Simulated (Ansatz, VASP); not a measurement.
# La2O3: VASP beside Ansatz

One calculation is typed for both programs; each brings its own data sets. How far apart do they land? The cell is taken from a series of runs on this material, whose earlier steps may have relaxed, scaled, displaced or heated it; both programs get it as it stands.

Calculated with Ansatz 0.2.0; plane waves, with VASP 6.6.1 beside it; zone-centre phonons at LDA.

### Step 1. Starting point

Symmetry: P-3m1, No. 164, trigonal system. Conventional cell: a = 3.910 Å, b = 3.910 Å, c = 6.104 Å, α = 90.00°, β = 90.00°, γ = 120.00°. O has 4 La at 2.35 to 2.43 Å nearest. Nearest to O lie 6 La at 2.72 Å. Nearest to La lie 7 O at 2.35 to 2.72 Å. Farther neighbours and most contacts between anions are not listed.

### Step 2. Ansatz: zone-centre phonons, LDA

Ansatz runs on its PAW soft_1 files.

Second derivatives magnify differences that forces hide, and they need a tight electronic threshold.

input.yaml

```yaml
crystal:
  lattice:
    - [3.9099887714, 0.0, 0.0]
    - [-1.9549943857, 3.3861496045, 0.0]
    - [0.0, 0.0, 6.1039476996]
  atoms:
    - { symbol: O, position: [0.6666666667, 0.3333333333, 0.3554459169] }
    - { symbol: O, position: [0.3333333333, 0.6666666667, 0.6445540831] }
    - { symbol: O, position: [0.0, 0.0, 0.0] }
    - { symbol: La, position: [0.6666666667, 0.3333333333, 0.7527901806] }
    - { symbol: La, position: [0.3333333333, 0.6666666667, 0.2472098194] }
kpoints:
  mp_grid: { grid: [9, 9, 4] }
hamiltonian:
  xc: lda
  pseudopotentials: { kind: paw, azcp: { folder: soft_1 }, xc_functional: pbe }
scf:
  occupations: { method: fixed }
output:
  eigenvalues: true
phonons:
  method: dfpt
  dielectric: true
  rigid_motions: translations
```

On the command line:

```sh
$ ansatz run input.yaml --threads 4 --pin off --max-ram 16384MiB --backend cpu --events-out ev --progress --plain --runs-dir out
```

Numbers of over 12 decimals in the logs are rounded to 6 here.

Output:

```text
Engine: ansatz 0.2.0, aarch64-unknown-linux-gnu
Pseudopotentials: kind: paw
Pseudopotential: O, paw, valence charge 6, recommended cutoff 420 eV (normal), soft_1/O.paw.azcp
Pseudopotential: La, paw, valence charge 11, recommended cutoff 420 eV (normal), soft_1/La.paw.azcp
Functional definition: SPW92
  exchange = slater_x
  correlation = pw_c
Crystal: 5 atoms, lattice volume = 80.815 Å³
Basis set: ecut = 420 eV, 1593 PW (Γ), exchange–correlation on 54×54×90 points (8 copies of the dense FFT grid, shifted against one another)
Bands: 25, of which v1, the nominal top of the filled ones, is band 20 counted from 1 (19 counted from 0)
Symmetry: 12 space group operations
k-points: 95 of 324 (irreducible under 2 space group operations, time reversal used)
Non-local potential: O, projectors of the file, l = 0: 2, l = 1: 2, l = 2: 1
Non-local potential: La, projectors of the file, l = 0: 3, l = 1: 2, l = 2: 2, l = 3: 3
PAW form: soft (Blöchl's): semilocal exchange-correlation on the pseudo side does not see the compensation charge
PAW frozen core: O, regenerated for the run's functional, and the local potential with it (the file was generated under x = pbe(κ = 0.804, μ = 0.219515), c = pbe(β = 0.066725))
PAW frozen core: La, regenerated for the run's functional, and the local potential with it (the file was generated under x = pbe(κ = 0.804, μ = 0.219515), c = pbe(β = 0.066725))
PAW one-centre angular grid: O, 110 points (default); XC on 64 Gauss nodes
PAW one-centre angular grid: La, 590 points (default); XC on 64 Gauss nodes
Initial density: superposition of atomic densities (chi_scale 0.1, normalization cell, long waves kept (reshape's long-wave potential 0.03 eV rms))
Initial wavefunctions: pseudopotential atomic-orbital guess
Functional: x = slater, c = lda
SCF iter   1: F=—  HF=-13829.068948 eV  |F-HF|=—  |Δ(HF+E_count)|=         —  Δρ=7.37e-2  dr2=4.12e0  ethr=3.10e-3  ⟨swp⟩=4.0  Hψ=9526  notcnv=0  defer=134
preconditioner: auto → Resta (q_TF=auto, 2.427 Å⁻¹)  ε∞=5.7  [insulator: Δε(μ)=2.779 eV  Ē_g=11.444 eV  n_scr=22 (ndim 8)  ℏωp=24.8 eV  f_vac=0.000  ε∞_Penn≈5.7]
SCF iter   2: F=—  HF=-13828.469173 eV  |F-HF|=—  |Δ(HF+E_count)|=   6.00e-1  Δρ=3.59e-2  dr2=1.20e0  ethr=3.10e-3  ⟨swp⟩=4.9  Hψ=6246  notcnv=0  defer=174
SCF iter   3: F=—  HF=-13828.311880 eV  |F-HF|=—  |Δ(HF+E_count)|=   1.57e-1  Δρ=1.62e-2  dr2=2.87e-1  ethr=3.01e-3  ⟨swp⟩=2.2  Hψ=4285  notcnv=0  defer=143
SCF iter   4: F=—  HF=-13828.270284 eV  |F-HF|=—  |Δ(HF+E_count)|=   4.16e-2  Δρ=6.17e-3  dr2=3.33e-2  ethr=7.16e-4  ⟨swp⟩=4.2  Hψ=4308  notcnv=0  defer=263
SCF iter   5: F=—  HF=-13828.266292 eV  |F-HF|=—  |Δ(HF+E_count)|=   3.99e-3  Δρ=3.82e-3  dr2=1.17e-2  ethr=8.33e-5  ⟨swp⟩=4.3  Hψ=4480  notcnv=0  defer=280
SCF iter   6: F=—  HF=-13828.264942 eV  |F-HF|=—  |Δ(HF+E_count)|=   1.35e-3  Δρ=1.05e-3  dr2=9.25e-4  ethr=2.92e-5  ⟨swp⟩=2.7  Hψ=3448  notcnv=0  defer=280
SCF iter   7: F=—  HF=-13828.265335 eV  |F-HF|=—  |Δ(HF+E_count)|=   3.93e-4  Δρ=2.10e-4  dr2=4.32e-5  ethr=2.31e-6  ⟨swp⟩=3.3  Hψ=3775  notcnv=0  defer=280
SCF iter   8: F=—  HF=-13828.265340 eV  |F-HF|=—  |Δ(HF+E_count)|=   5.87e-6  Δρ=3.43e-5  dr2=1.26e-6  ethr=1.08e-7  ⟨swp⟩=2.1  Hψ=4160  notcnv=0  defer=280
SCF iter   9: F=—  HF=-13828.265340 eV  |F-HF|=—  |Δ(HF+E_count)|=   6.69e-7  Δρ=7.93e-6  dr2=5.13e-8  ethr=3.14e-9  ⟨swp⟩=2.3  Hψ=3617  notcnv=0  defer=255
SCF iter  10: F=—  HF=-13828.265340 eV  |F-HF|=—  |Δ(HF+E_count)|=   3.99e-9  Δρ=1.25e-6  dr2=1.44e-9  ethr=1.28e-10  ⟨swp⟩=2.0  Hψ=3844  notcnv=0  defer=255
SCF iter  11: F=-13828.265340 eV  HF=-13828.265340 eV  |F-HF|=9.09e-12  |Δ(HF+E_count)|=  1.42e-10  Δρ=2.49e-7  dr2=4.20e-11  ethr=1.00e-12  ⟨swp⟩=18.3  Hψ=20170  notcnv=0
SCF 1 converged in 11 iterations: F = -13828.265340 eV  dr2 = 4.20e-11
  greatest PAW one-centre occupation: 0.972 electrons in one spin orbital (limit 2), on the La atom at site 4 (counted from 0), in its partial waves of l = 0
NSCF: frozen V_eff on 4 k-points
DFPT response loops at Γ: preconditioner auto → Resta (q_TF=auto, 2.427 Å⁻¹)  ε∞=4.0 (no band partly filled); β = 1.00, the filter's whole step (`scf.mixing.beta` (0.50) is not read by the response loops at its default; to damp them type it under 1.00, their step now; it binds the ground state too); Broyden in place of MSR1
── the response to a field inside a basis, on 10×10×4 k-points: an SCF that follows is theirs, and a resumed run solves both again ──
Bands: 21, of which v1, the nominal top of the filled ones, is band 20 counted from 1 (19 counted from 0)
k-points: 110 of 400 (irreducible under 4 space group operations)
Initial density: handed on by an earlier stage of this run
Initial wavefunctions: pseudopotential atomic-orbital guess (no wavefunctions were taken with the density)
Eigensolver: Dense (110 Hₖ)
SCF iter   1: F=—  HF=-13828.259387 eV  |F-HF|=—  |Δ(HF+E_count)|=         —  Δρ=3.70e-4  dr2=2.25e-5  ethr=1.00e-1
preconditioner: auto → Resta (q_TF=auto, 2.427 Å⁻¹)  ε∞=5.5  [insulator: Δε(μ)=3.831 eV  Ē_g=11.748 eV  n_scr=22 (ndim 8)  ℏωp=24.8 eV  f_vac=0.018  ε∞_Penn≈5.5]
SCF iter   2: F=—  HF=-13828.259380 eV  |F-HF|=—  |Δ(HF+E_count)|=   6.71e-6  Δρ=1.54e-4  dr2=9.02e-6  ethr=5.63e-8
SCF iter   3: F=—  HF=-13828.259378 eV  |F-HF|=—  |Δ(HF+E_count)|=   1.81e-6  Δρ=8.35e-5  dr2=1.08e-6  ethr=2.26e-8
SCF iter   4: F=-13828.259378 eV  HF=-13828.259378 eV  |F-HF|=5.23e-8  |Δ(HF+E_count)|=   3.65e-7  Δρ=9.52e-6  dr2=6.22e-8  ethr=2.69e-9
SCF 1 converged in 4 iterations: F = -13828.259378 eV  dr2 = 6.22e-8
DFPT response loops at Γ: mixed as the last ones told, above
SCF converged after 11 iterations
Free energy (F): -13828.265340 eV
Harris-Foulkes:  -13828.265340 eV  (|F-HF|=9.09e-12)
Internal energy: -13828.265340 eV  (E = F + TS)
E sigma→0 (E₀):  -13828.265340 eV
Fermi energy:    9.403888 eV
--- Per-component energies (eV) ---
  E_band       = -14.885194
  E_kinetic    = 877.940358
  E_local      = -1487.198873  (includes V_loc(G=0)·N_el)
  E_nonlocal   = 344.518171
  E_hartree    = 550.504992
  E_xc         = -498.245381
  E_vxc        = -565.474888  (∫ρ·V_xc dr)
  E_paw        = -10942.874870  (= ΣΔE_a)
  E_vpaw       = -285.682407  (= ΣTr[D̂ρ^β])
  E_aug_tail   = 0.002313  (compensation charges beyond the density's cutoff)
  E_ewald      = -2673.846465
  E_core_change = 0.934417  (= ΣΔE_core)
  E_smearing   = -0.000000  (= −TS)
  E_closure    = 0.000000  (closes the sum)
  Σ components = -13828.265340   (vs F -13828.265340, Δ=0.00e0)
--- Band table (eV; the first three rows and the last of 95) ---
  k-point 0: bands = [... 16 lower, 7.6844, 9.0079, 9.0079, 9.2793, 13.5610, 13.9844, 13.9844, 14.5180, ... 1 higher]
  k-point 1: bands = [... 16 lower, 8.0604, 8.9670, 9.0570, 9.0570, 13.7308, 14.0529, 14.0529, 14.5439, ... 1 higher]
  k-point 2: bands = [... 16 lower, 8.3642, 8.5664, 9.1132, 9.1132, 14.0013, 14.1156, 14.1156, 14.2974, ... 1 higher]
  k-point 94: bands = [... 16 lower, 8.6685, 8.7179, 9.1307, 9.4017, 13.8553, 14.0317, 14.1463, 14.5748, ... 1 higher]
--- Phonons (Γ-DFPT): 6 representative perturbations + reference, on 95 of 324 k-points (Σ response iterations 23) ---
  k mesh reduced under 2 symmetry operations, with k and −k counted as one. Each operation leaves every solved perturbation unchanged. A smaller set is not considered because the run solves the response to a homogeneous field
  ASR residual: 1.441e-4 → 0.000e0 eV/Å²; symmetrization residual: 1.531e-6 eV/Å²
  ASR residual per site (eV/Å²): 1.44e-4 1.44e-4 1.13e-4 4.26e-5 4.26e-5
  Γ frequencies (cm⁻¹): 0.00 0.00 0.00 101.20 101.20 168.36 168.36 182.13 187.15 354.42 354.42 386.83 389.62 389.62 432.67
  ε∞ (high-frequency dielectric tensor):
        4.864745     0.000000     0.000000
        0.000000     4.864745    -0.000000
        0.000000    -0.000000     4.785981
  ε⁰ (static dielectric tensor: ions relaxed, cell fixed):
       29.360833    -0.000000     0.000000
       -0.000000    29.360833     0.000000
        0.000000     0.000000    29.151664
  ε⁰ − ε∞ (ionic part):
       24.496088    -0.000000     0.000000
       -0.000000    24.496088     0.000000
        0.000000     0.000000    24.365683
  softest optical mode at Γ: 101.20 cm⁻¹; the repairs (sum rule, projections) moved no ω² at Γ by more than (1.69 cm⁻¹)²
  Born effective charges Z* (e; rows j = field, columns β = displacement):
    site 0:
        -2.84660    0.00000   -0.00000
         0.00000   -2.84660   -0.00000
        -0.00000   -0.00000   -2.53533
    site 1:
        -2.84660    0.00000   -0.00000
         0.00000   -2.84660   -0.00000
        -0.00000   -0.00000   -2.53533
    site 2:
        -2.68569    0.00000   -0.00000
         0.00000   -2.68569    0.00000
         0.00000   -0.00000   -2.59815
    site 3:
         4.18944    0.00000    0.00000
         0.00000    4.18944    0.00000
        -0.00000    0.00000    3.83441
    site 4:
         4.18944    0.00000    0.00000
         0.00000    4.18944    0.00000
        -0.00000    0.00000    3.83441
  Z* charge neutrality: 1.782e-3 e pre-enforcement
  solved inside a basis spanned on kpoints, on 10×10×4 k-points, its susceptibility summed on 12×12×6: ε∞ is read to err by 1.3e-2, Z* by 1.4e-2 e (field_mesh: kpoints solves on kpoints); Z* is corrected for what the basis lacks
  optical modes at Γ without the LO–TO term, one row a degenerate level:
      ω (cm⁻¹)  modes    IR ((D/Å)²/amu)
[...]
optical modes at Γ + LO–TO along q̂ = [1.0000, 0.0000, 0.0000]:
      ω (cm⁻¹)  modes    IR ((D/Å)²/amu)
[...]
optical modes at Γ + LO–TO along q̂ = [0.0000, 1.0000, 0.0000]:
      ω (cm⁻¹)  modes    IR ((D/Å)²/amu)
[...]
optical modes at Γ + LO–TO along q̂ = [0.0000, 0.0000, 1.0000]:
      ω (cm⁻¹)  modes    IR ((D/Å)²/amu)
        101.20      2             0.0000
        168.36      2            44.8716
        187.15      1             0.0000
        354.42      2            34.3304
        385.36      1             7.6215
        386.83      1             0.0000
        389.62      2             0.0000
        504.69      1            25.5348
```

In the SCF lines HF is the Harris–Foulkes energy and dr2 the Hartree energy of the density residual, in eV; the loop may stop once dr2 is under the threshold and the program's other checks hold. Hψ counts applications of the Hamiltonian.

(Continued in part 2 of 3.)

[Lines on the potential files, build, host, timing and source positions are cut from VASP's logs without a mark.]

[Logs are printed without paths, hosts, clocks, repeated set-up lines and the standing remarks that a program may print on its own settings, such as how far it seeks lower states.]

[Hosts, paths, dates, database ids (printed as entryN), source tags and the programs' standing remarks are cut or masked in the printed files.]
